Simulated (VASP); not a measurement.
Data:

```xyz
3
Lattice="-1.6050 1.6050 3.9250 1.6050 -1.6050 3.9250 1.6050 1.6050 -3.9250" Properties=species:S:1:pos:R:3 pbc="T T T"
Si    -0.0568    -0.0901     5.2449
Si    -0.0072     0.0429     2.6799
Mo     0.0640     0.0471    -0.0748
```

Level of theory: PBEsol GGA, VASP's PBE PAW potentials (set 64) (plane waves; VASP 6.6.1). Settings: 300 eV cut-off, 8×8×10 Γ-centred mesh shifted by (0.5, 0.5, 0.5), Gaussian smearing of 0.27 eV, potentials Si Mo_sv.

At this cut-off the stress carries a Pulay error, which pulls relaxed volumes low.

**Question.** Which forces act on the atoms, in eV/Å?

**Answer.** 
```tsv
atom	Fx	Fy	Fz
Si1	0.576	0.854	-0.414
Si2	0.333	-0.349	-0.796
Mo3	-0.910	-0.504	1.210
```

**Question.** Give the stress tensor in GPa (positive for a compressed cell).

**Answer.** 
```
-0.89   1.41  -0.82
 1.41  -1.06   0.15
-0.82   0.15   0.56
```
The pressure is its mean diagonal, -0.46 GPa.

The structure is a typed MoSi2 crystal. The cell was not relaxed at this level, atoms are displaced from their ideal sites.
